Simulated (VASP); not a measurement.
Crystal: CsLi3P2.

```
Cs Li P
1.0
     7.85429    0.00000    0.00000
    -3.92715    6.80202    0.00000
     0.00000    0.00000    3.49685
Cs Li P
1 3 2
Direct
  0.00000 0.00000 0.00000
  0.50000 0.00000 0.50000
  0.00000 0.50000 0.50000
  0.50000 0.50000 0.50000
  0.33333 0.66667 0.50000
  0.66667 0.33333 0.50000
```

The cell was built by a generator and needn't be a form met in nature.

The cell isn't the ideal one: random cell by space group and Wyckoff sites (P6/mmm, No. 191).

- Program: VASP 6.6.1
- Task: relaxation of cell and atoms
- Functional: PBE
- Potentials or basis: VASP PAW PBE potentials, release 64 (Cs_sv, Li_sv, P)
- Cutoff: 600 eV
- k mesh: 3 × 3 × 6
- Occupations: gaussian, width 0.1 eV
- Spin: no spin polarisation

At the start: pressure -0.2 GPa; volume 31.14 Å³/atom.

Where does the relaxation end?

Over 6 steps the energy falls by 15.1 meV/atom and the volume is 29.32 Å³/atom (-5.8 %); space group P6/mmm (No. 191, to 0.05 Å).

The path:
| step | energy change (eV) | largest force (eV/Å) | pressure (GPa) | volume (Å³) |
| --- | --- | --- | --- | --- |
| 1 | 0.0000 | 0.0000 | -0.24 | 186.82 |
| 2 | -0.0424 | 0.0000 | -0.43 | 185.51 |
| 3 | -0.0752 | 0.0000 | -0.64 | 183.40 |
| 4 | -0.0766 | 0.0000 | -0.68 | 182.85 |
| 5 | -0.0898 | 0.0000 | -0.22 | 177.65 |
| 6 | -0.0907 | 0.0000 | -0.05 | 175.94 |

Final structure:
```xyz
6
Lattice="7.9044 0.0000 0.0000 -3.9522 6.8454 0.0000 0.0000 0.0000 3.2515" Properties=species:S:1:pos:R:3 pbc="T T T"
Cs    7.9044    0.0000    0.0000
Li    3.9522    0.0000    1.6258
Li    5.9283    3.4227    1.6258
Li    1.9761    3.4227    1.6258
P     0.0000    4.5636    1.6258
P     3.9522    2.2818    1.6258
```

Caveat: the cutoff is under 1.25 times the usual one of these potentials, so pressure, stress and relaxed cells hold a basis-set (Pulay) error.
